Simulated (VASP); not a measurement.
Consider the following.

```yaml
crystal:
  lattice:
    - [-1.58632, 1.58632, 1.58632]
    - [1.58632, -1.58632, 1.58632]
    - [1.58632, 1.58632, -1.58632]
  atoms:
    - { symbol: W, position: [0.00000, 0.00000, 0.00000] }
```

These are r2SCAN meta-GGA, VASP's PBE PAW potentials (set 64) (plane waves; VASP) values and carry that method's errors. Run with 480 eV cut-off, 16×16×16 Γ-centred mesh, first-order Methfessel-Paxton smearing of 0.10 eV, potentials W_sv.

Each relaxation starts from this cell; other phases were not tried.

The cell is relaxed at 20 GPa. What happens?

The volume per atom goes from 15.97 to 15.08 Å³ (-5.5 %), and the cell becomes a = b = c = 3.1131 Å, α = β = γ = 90.00°, space group Im-3m.

The cell is relaxed at 30 GPa. What happens?

The volume per atom goes from 15.97 to 14.73 Å³ (-7.7 %), and the cell becomes a = b = c = 3.089 Å, α = β = γ = 90.00°, space group Im-3m.

Failed runs are left out, and for metals the shear rows, which the mesh's noise covers.

The compound is W in the bcc structure.
